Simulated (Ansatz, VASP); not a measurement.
**MgS (Niningerite) in two plane-wave programs**

Wanted: the spread between two codes on one cell, functional and k mesh. The cell is taken from a series of VASP runs on this material, whose earlier steps may have relaxed, scaled or displaced it; both programs get it as it stands.

Calculated with Ansatz 0.2.0; plane waves, with VASP 6.6.1 beside it; band structure at r2SCAN-EpsX with an exact-exchange share of 0.181.

## Step 1: The structure

The structure is cubic, space group Fm-3m (No. 225). Conventional cell: a = 5.203 Å, b = 5.203 Å, c = 5.203 Å, α = 90.00°, β = 90.00°, γ = 90.00°. Nearest to S lie 6 Mg at 2.60 Å. Nearest to Mg lie 6 S at 2.60 Å. Farther neighbours and most contacts between anions are not listed.

Structure file:

```xyz
2
Lattice="0.0000 2.6016 2.6016 2.6016 0.0000 2.6016 2.6016 2.6016 0.0000" Properties=species:S:1:pos:R:3 pbc="T T T"
S     2.6016    2.6016    2.6016
Mg    0.0000    0.0000    0.0000
```

## Step 2: VASP: band structure, r2SCAN-EpsX with an exact-exchange share of 0.181

Levels along a path test the potential and the projectors away from the mesh points.

Lines of VASP's logs that name or quote its potential files are left out, and so is its time.

The run reads the wave functions of an earlier VASP run, which isn't shown here.

INCAR reads:

```
SYSTEM = MgS
PREC = Accurate
ENCUT = 350
EDIFF = 1E-06
NELM = 100
ISMEAR = 0
SIGMA = 0.03
LREAL = .FALSE.
ALGO = Normal
LHFCALC = .TRUE.
AEXX = 0.181
METAGGA = R2SCAN
LASPH = .TRUE.
NBANDS = 10
PRECFOCK = Fast
HFRCUT = -1
LORBIT = 11
LWAVE = .FALSE.
LCHARG = .FALSE.
KPAR = 4
```

POSCAR reads:

```
MgS
1.0
    0.0000000000      2.6016500000      2.6016500000
    2.6016500000      0.0000000000      2.6016500000
    2.6016500000      2.6016500000      0.0000000000
S Mg
1 1
Direct
    0.5000000000      0.5000000000      0.5000000000
    0.0000000000      0.0000000000      0.0000000000
```

KPOINTS reads:

```
Automatic mesh
0
Gamma
5 5 5
0 0 0
```

KPOINTS_OPT reads:

```
Line mode
10
Line-mode
Reciprocal
  0.00000000   0.00000000   0.00000000 GAMMA
  0.50000000   0.00000000   0.50000000 X

  0.50000000   0.00000000   0.50000000 X
  0.50000000   0.25000000   0.75000000 W

  0.50000000   0.25000000   0.75000000 W
  0.37500000   0.37500000   0.75000000 K

  0.37500000   0.37500000   0.75000000 K
  0.00000000   0.00000000   0.00000000 GAMMA

  0.00000000   0.00000000   0.00000000 GAMMA
  0.50000000   0.50000000   0.50000000 L

  0.50000000   0.50000000   0.50000000 L
  0.62500000   0.25000000   0.62500000 U

  0.62500000   0.25000000   0.62500000 U
  0.50000000   0.25000000   0.75000000 W

  0.50000000   0.25000000   0.75000000 W
  0.50000000   0.50000000   0.50000000 L

  0.50000000   0.50000000   0.50000000 L
  0.37500000   0.37500000   0.75000000 K

  0.62500000   0.25000000   0.62500000 U
  0.50000000   0.00000000   0.50000000 X
```

Potentials, in the order of the species: S and Mg (PBE family, release 64).

Run with:

```
$ mpirun -np 4 vasp_std
```

Numbers of over 12 decimals in the logs are rounded to 6 here.

The program printed:

```text
[banner, memory and clock lines left out]
running    4 mpi-ranks, on    1 nodes
 distrk:  each k-point on    1 cores,    4 groups
 distr:  one band on    1 cores,    1 groups

 POSCAR found type information on POSCAR S Mg
 POSCAR found :  2 types and       2 ions
|                                                                             |
|               ----> ADVICE to this user running VASP <----                  |
|                                                                             |
|     You enforced a specific xc type in the INCAR file but a different       |
|     [... a line on the potential file left out ...]
|     I HOPE YOU KNOW WHAT YOU ARE DOING!                                     |
|                                                                             |

 LDA part: xc-table for (None), standard interpolation
 found WAVECAR, reading the header
 POSCAR, INCAR and KPOINTS ok, starting setup
 FFT: planning ... GRIDC
 FFT: planning ... GRID_SOFT
 FFT: planning ... GRID
 HFRCUT set to (new)   10.167152
 reading WAVECAR
 the WAVECAR file was read successfully
 initial charge from wavefunction
 entering main loop
       N       E                     dE             d eps       ncg     rms          rms(c)
DAV:   1    -0.156051075300E+02   -0.15605E+02   -0.11813E+00   218   0.695E+00    0.279E+00
DAV:   2    -0.156122438177E+02   -0.71363E-02   -0.20274E-02   260   0.105E+00    0.212E+00
DAV:   3    -0.156094090537E+02    0.28348E-02   -0.25784E-03   204   0.264E-01    0.131E+00
DAV:   4    -0.156086260260E+02    0.78303E-03   -0.10040E-03   214   0.163E-01    0.810E-01
DAV:   5    -0.156083899088E+02    0.23612E-03   -0.16143E-04   216   0.711E-02    0.482E-01
DAV:   6    -0.156083005214E+02    0.89387E-04   -0.25296E-05   212   0.343E-02    0.278E-01
DAV:   7    -0.156082643139E+02    0.36207E-04   -0.70015E-06   214   0.206E-02    0.155E-01
DAV:   8    -0.156082491478E+02    0.15166E-04   -0.26737E-06   216   0.132E-02    0.849E-02
DAV:   9    -0.156082425749E+02    0.65729E-05   -0.10660E-06   198   0.833E-03    0.460E-02
DAV:  10    -0.156082396325E+02    0.29424E-05   -0.40924E-07   100   0.524E-03    0.253E-02
DAV:  11    -0.156082382773E+02    0.13551E-05   -0.20500E-07   104   0.408E-03    0.132E-02
DAV:  12    -0.156082376394E+02    0.63787E-06   -0.74194E-08   102   0.247E-03
   1 F= -.15608238E+02 E0= -.15608238E+02  d E =-.767501E-24
 Start KPOINTS_OPT (optional k-point list driver)
k-point batch [1-10\100]
       N       E                     dE             ncg
DAV:   1     0.199267418337E+03   -0.13439E+04      200
DAV:   2    -0.105716949272E+03   -0.30498E+03      252
DAV:   3    -0.126053275559E+03   -0.20336E+02      260
DAV:   4    -0.126270715367E+03   -0.21744E+00      248
DAV:   5    -0.126272013209E+03   -0.12978E-02      252
DAV:   6    -0.126272021509E+03   -0.83007E-05      252
DAV:   7    -0.126272021622E+03   -0.11237E-06      228
[...]
k-point batch [91-100\100]
       N       E                     dE             ncg
DAV:   1     0.624087703852E+02   -0.27885E+04      208
DAV:   2    -0.178208499796E+03   -0.24062E+03      284
DAV:   3    -0.189468302000E+03   -0.11260E+02      262
DAV:   4    -0.189577994349E+03   -0.10969E+00      284
DAV:   5    -0.189578438903E+03   -0.44455E-03      296
DAV:   6    -0.189578441410E+03   -0.25076E-05      298
DAV:   7    -0.189578441436E+03   -0.25383E-07      276
```

From OUTCAR (step 2):

```text
ion  position               nearest neighbor table
   1  0.500  0.500  0.500-   2 2.60   2 2.60   2 2.60   2 2.60   2 2.60   2 2.60
   2  0.000  0.000  0.000-   1 2.60   1 2.60   1 2.60   1 2.60   1 2.60   1 2.60

  LATTYP: Found a face centered cubic cell.
 ALAT       =     5.2033000000

 Subroutine GETGRP returns: Found 48 space group operations
 (whereof 48 operations were pure point group operations)

The static configuration has the point symmetry O_h .

 Found     10 irreducible k-points:

   k-points           NKPTS =     10   k-points in BZ     NKDIM =    125   number of bands    NBANDS=     10

   dimension x,y,z NGX =    24 NGY =   24 NGZ =   24
   dimension x,y,z NGXF=    48 NGYF=   48 NGZF=   48

   ENCUT  =  350.0 eV  25.72 Ry    5.07 a.u.   5.61  5.61  5.61*2*pi/ulx,y,z

   NELECT =       8.0000    total number of electrons

 k-points in reciprocal lattice and weights: Automatic mesh
   0.00000000  0.00000000  0.00000000       0.008
   0.20000000  0.00000000  0.00000000       0.064
   0.40000000  0.00000000  0.00000000       0.064
   0.20000000  0.20000000  0.00000000       0.048
   0.40000000  0.20000000  0.00000000       0.192
  -0.40000000  0.20000000  0.00000000       0.192
  -0.20000000  0.20000000  0.00000000       0.096
   0.40000000  0.40000000  0.00000000       0.048
  -0.40000000  0.40000000  0.00000000       0.096
  -0.40000000  0.40000000  0.20000000       0.192

  exchange ACFDT corr.  =         0.00000000  see jH, gK, PRB 81, 115126

 average (electrostatic) potential at core
       1 -85.4927       2 -36.1916

 E-fermi :   3.0262

 k-point     1 :       0.0000    0.0000    0.0000
  band No.  band energies     occupation
      1     -11.1829      2.00000
      2       2.8190      2.00000
      3       2.8190      2.00000
      4       2.8190      2.00000
      5       8.4826      0.00000
      6      12.5701      0.00000
      7      12.5701      0.00000
      8      12.5701      0.00000
      9      15.1358      0.00000
    ...

 k-point     2 :       0.2000    0.0000    0.0000
  band No.  band energies     occupation
      1     -10.7822      2.00000
      2       0.6132      2.00000
      3       2.5689      2.00000
      4       2.5689      2.00000
      5       9.6482      0.00000
      6      12.5839      0.00000
      7      12.7750      0.00000
      8      12.7750      0.00000
      9      14.5891      0.00000
    ...

 k-point     3 :       0.4000    0.0000    0.0000
  band No.  band energies     occupation
      1      -9.9458      2.00000
      2      -1.9789      2.00000
      3       2.2179      2.00000
      4       2.2179      2.00000
      5       9.2069      0.00000
      6      11.7030      0.00000
      7      11.7030      0.00000
      8      15.1654      0.00000
      9      16.7559      0.00000
    ...

  energy-cutoff  :      350.00
  volume of cell :       35.22
      direct lattice vectors                 reciprocal lattice vectors
     0.000000000  2.601650000  2.601650000    -0.192185728  0.192185728  0.192185728
     2.601650000  0.000000000  2.601650000     0.192185728 -0.192185728  0.192185728
     2.601650000  2.601650000  0.000000000     0.192185728  0.192185728 -0.192185728

 POSITION                                       TOTAL-FORCE (eV/Angst)
 -----------------------------------------------------------------------------------
      2.60165      2.60165      2.60165         0.000000      0.000000      0.000000
      0.00000      0.00000      0.00000        -0.000000     -0.000000     -0.000000
 -----------------------------------------------------------------------------------
    total drift:                                0.000000      0.000000     -0.000000

  FREE ENERGIE OF THE ION-ELECTRON SYSTEM (eV)
  ---------------------------------------------------
  free  energy   TOTEN  =       -15.6082376394 eV

  energy  without entropy=      -15.6082376394  energy(sigma->0) =      -15.60823764

 total charge
# of ion       s       p       d       tot
------------------------------------------
    1        1.300   2.546   0.000   3.846
    2        0.124   0.124   0.037   0.285
--------------------------------------------------
tot          1.423   2.670   0.037   4.131

[... 3 further parts left out ...]
```

[end of part 1 of 2]

[Lines on the potential files, build, host, timing and source positions are cut from VASP's logs without a mark.]

[Logs are printed without paths, hosts, clocks, repeated set-up lines and the standing remarks that a program may print on its own settings, such as how far it seeks lower states.]

[Hosts, paths, dates, database ids (printed as entryN), source tags and the programs' standing remarks are cut or masked in the printed files.]
